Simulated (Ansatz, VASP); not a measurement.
Mg2ZnS3: VASP beside Ansatz

```xyz
6
Lattice="3.6375 0.0000 0.0000 0.0000 3.6375 0.0000 0.0000 0.0000 8.0804" Properties=species:S:1:pos:R:3 pbc="T T T"
Mg    1.8188    0.0000    5.9785
Mg    0.0000    1.8188    2.1019
Zn    1.8188    1.8188    0.0000
S     1.8188    0.0000    3.0992
S     0.0000    1.8188    4.9813
S     0.0000    0.0000    0.0000
```

Change from the starting cell: species swapped into the Hf2GaSb3 type (P-4m2, No. 115).

Alike in both runs: task single point; functional PBE; k mesh 6 × 6 × 2; occupations gaussian, width 0.1 eV; no spin polarisation.

|  | VASP | Ansatz |
| --- | --- | --- |
| version | VASP 6.6.1 | Ansatz 0.2.0 |
| potentials or method | VASP PAW PBE potentials, release 64 (Mg, Zn, S) | scalar-relativistic, plane waves, PAW |
| plane-wave cutoff (eV) | 520 | 420 |
| valence electrons in the cell | 34 | 50 |

|  | VASP | Ansatz | Ansatz less VASP |
| --- | --- | --- | --- |
| gap on the k mesh at the Fermi level (eV) | none | none | - |
| pressure (GPa) | -1.5 | -1.3 | +0.15 |
| largest component of the traceless stress (GPa) | 3.46 | 3.50 | +0.038 |
| rms of the force components (eV/Å) | 0.846 | 0.847 | +0.0001 |

Atom by atom the forces differ by 0.002 eV/Å (rms over components). A gap of «none» marks a metal or a gap that the smearing closes. With one functional, cell and mesh, what is left measures potentials, basis and numerics. The two sets of potentials don't hold the same shells in valence.

Caveats: the k mesh is coarse (spacing up to 0.39 Å⁻¹), so the values aren't converged; forces of over 1 eV/Å show positions far from the minimum, so gaps and moduli don't describe the material at rest.
